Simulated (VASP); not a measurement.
```xyz
3
Lattice="0.0000 2.5977 2.5977 2.5977 0.0000 2.5977 2.5977 2.5977 0.0000" Properties=species:S:1:pos:R:3 pbc="T T T"
Cd     0.0000     0.0000     0.0000
F      1.2989     1.2989     1.2989
F      3.8966     3.8966     3.8966
```

The numbers are results of LDA (Ceperley-Alder, Perdew-Zunger), VASP's LDA PAW potentials (set 64) (plane waves; VASP), not measurements. Run with 620 eV cut-off, 7×7×7 Γ-centred mesh, Gaussian smearing of 0.050 eV, potentials Cd F.

Question: Estimate the energy per atom (σ→0), pressure.

Answer: 
* **energy per atom (σ→0)**: -4.221 eV/atom
* **pressure**: 9.88 GPa

The absolute energy has meaning only against runs of the same code, potentials and settings.

The compound is CdF2 in the fluorite structure. It was relaxed first under an external pressure of 10 GPa.
